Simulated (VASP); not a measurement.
Harmonic phonons of Pt$_{3}$Ti (L1_2) from finite displacements in a 2×2×2 supercell. Mesh and cut-off are the supercell's.

```
Pt3Ti
1.0
    3.87593     0.00000     0.00000
    0.00000     3.87593     0.00000
    0.00000     0.00000     3.87593
Ti Pt
1 3
Direct
  0.00000   0.00000   0.00000
  0.00000   0.50000   0.50000
  0.50000   0.00000   0.50000
  0.50000   0.50000   0.00000
```

Method: LDA (Ceperley-Alder, Perdew-Zunger), VASP's LDA PAW potentials (set 64) (plane waves; VASP). Run with 400 eV cut-off, 3×3×3 Γ-centred mesh, first-order Methfessel-Paxton smearing of 0.10 eV, potentials Ti_sv Pt.

The supercell is small, so branches between its commensurate points are interpolated roughly.

Task: Give the frequencies (cm⁻¹; imaginary ones negative) at the high-symmetry points.

Result: 
```tsv
branch	Γ	X	M	R
1	0	92	73	66
2	0	92	113	66
3	0	101	113	66
4	106	101	114	119
5	106	117	118	119
6	106	144	118	135
7	161	151	153	135
8	161	165	173	135
9	161	165	191	180
10	179	191	216	180
11	179	191	216	180
12	179	259	225	217
```
The highest frequency is 259 cm⁻¹. No branch is imaginary beyond numerical noise (20 cm⁻¹), so no instability shows on this path; only the points that fit the supercell are exact.

The compound is Pt3Ti in the L1_2 structure. It was relaxed first.
